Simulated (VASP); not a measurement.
OSZICAR of a VASP run on GaN (zinc blende):

OSZICAR:
```
       N       E                     dE             d eps       ncg     rms          rms(c)
DAV:   1     0.824630686092E+02    0.82463E+02   -0.98860E+03  1352   0.251E+03
DAV:   2    -0.165980576029E+01   -0.84123E+02   -0.79917E+02  1392   0.338E+02
DAV:   3    -0.669539830198E+01   -0.50356E+01   -0.50073E+01  1412   0.764E+01
DAV:   4    -0.675455214513E+01   -0.59154E-01   -0.59123E-01  1425   0.863E+00
DAV:   5    -0.675522358990E+01   -0.67144E-03   -0.67142E-03  1397   0.839E-01    0.700E+00
DAV:   6    -0.780805267042E+01   -0.10528E+01   -0.59311E+00  1545   0.476E+01    0.409E+00
DAV:   7    -0.776072887120E+01    0.47324E-01   -0.98507E-01  1733   0.138E+01    0.176E+00
DAV:   8    -0.772907710629E+01    0.31652E-01   -0.39488E-01  1382   0.751E+00    0.794E-01
DAV:   9    -0.734890406920E+01    0.38017E+00   -0.15947E+04  1222   0.231E+05    0.381E-01
DAV:  10    -0.773135337317E+01   -0.38245E+00   -0.10273E+00  1222   0.149E+01    0.388E-01
DAV:  11    -0.773396915050E+01   -0.26158E-02   -0.37057E-03  1452   0.755E-01    0.250E-01
DAV:  12    -0.773328938123E+01    0.67977E-03   -0.69709E-03  1222   0.109E+00    0.529E-02
DAV:  13    -0.773569197482E+01   -0.24026E-02   -0.19127E-03  1247   0.541E-01    0.659E-02
DAV:  14    -0.773607896380E+01   -0.38699E-03   -0.10085E-04  1277   0.131E-01    0.398E-02
DAV:  15    -0.773605075894E+01    0.28205E-04   -0.44951E-05  1499   0.152E-01    0.580E-03
DAV:  16    -0.773612243673E+01   -0.71678E-04   -0.19230E-05  1222   0.691E-02    0.953E-03
DAV:  17    -0.773612195535E+01    0.48138E-06   -0.88290E-07  1307   0.163E-02    0.535E-03
DAV:  18    -0.773612151320E+01    0.44215E-06   -0.46512E-07  1422   0.225E-02    0.740E-04
DAV:  19    -0.773612144197E+01    0.71224E-07   -0.91462E-08   866   0.516E-03
   1 F= -.77361214E+01 E0= -.77361214E+01  d E =-.756034E-14
```

Question: Which electronic solver shows in the log?

Answer: It is blocked Davidson (ALGO = Normal, or the opening steps of other solvers). The INCAR had ALGO = Normal.

Question: Can the final energy be trusted as converged?

Answer: The run converged. It stopped with EDIFF = 1E-7, NELM = 100 (revTPSS meta-GGA, plane waves, VASP's PBE PAW potentials (set 64)).

The compound is GaN in the zinc blende structure, a metastable form; wurtzite is the usual one. This cell is one point of a volume scan, at 0.94 of the reference volume.
